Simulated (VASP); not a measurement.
Here is the system:

```
CELL_PARAMETERS angstrom
      4.39764     0.00000     0.00000
     -2.19882     3.80847     0.00000
      0.00000     0.00000    14.00000
ATOMIC_POSITIONS crystal
  Pt 0.66667 0.33333 0.50000
  Se 0.33333 0.66667 0.50000
```

The numbers are results of PBE GGA, VASP's PBE PAW potentials (set 64) (plane waves; VASP 6.6.1), not measurements. Settings: 300 eV cut-off, 5×5×1 Γ-centred mesh, Gaussian smearing of 0.14 eV, potentials Pt Se.

The cell holds a wide vacuum, so values per volume refer to the whole cell.

Task: Give the energies of bands 2 to 10 at the high-symmetry points, in eV from the Fermi level.

Result: 
```json
[
 {"band": "2", "Γ": "-4.32", "M": "-4.62", "K": "-4.57"},
 {"band": "3", "Γ": "-4.32", "M": "-3.43", "K": "-3.14"},
 {"band": "4", "Γ": "-1.86", "M": "-2.77", "K": "-2.78"},
 {"band": "5", "Γ": "-1.46", "M": "-1.82", "K": "-1.94"},
 {"band": "6", "Γ": "-1.46", "M": "-1.53", "K": "-1.64"},
 {"band": "7", "Γ": "-1.19", "M": "-0.97", "K": "-1.30"},
 {"band": "8", "Γ": "1.23", "M": "-0.31", "K": "-0.96"},
 {"band": "9", "Γ": "2.02", "M": "0.23", "K": "0.47"},
 {"band": "10", "Γ": "2.02", "M": "4.10", "K": "5.10"}
]
```

It has no gap at this level: it comes out as a metal or semimetal.

The cell is a sheet with vacuum, built from a generated structure.
